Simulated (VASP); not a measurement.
Consider the following.

```xyz
1
Lattice="0.0000 1.7708 1.7708 1.7708 0.0000 1.7708 1.7708 1.7708 0.0000" Properties=species:S:1:pos:R:3 pbc="T T T"
Ni     0.0000     0.0000     0.0000
```
Starting moments (μB, in the order of the record's atoms Ni): 0.6.

Computed with revPBE GGA, VASP's PBE PAW potentials (set 64) (plane waves; VASP 6.6.1). Run with 520 eV cut-off, Gaussian smearing of 0.050 eV, potentials Ni.

### Question
Estimate the cell moment, band gap (along the path) with the smallest direct gap where there is one.

### Answer

```
Property                                                      Value
-------------------------  ----------------------------------------
band gap (along the path)  none (metal, semimetal or under 0.01 eV)
cell moment                                                 0.63 μB
```

The absolute energy has meaning only against runs of the same code, potentials and settings.

The compound is Ni in the fcc structure. It was relaxed first.
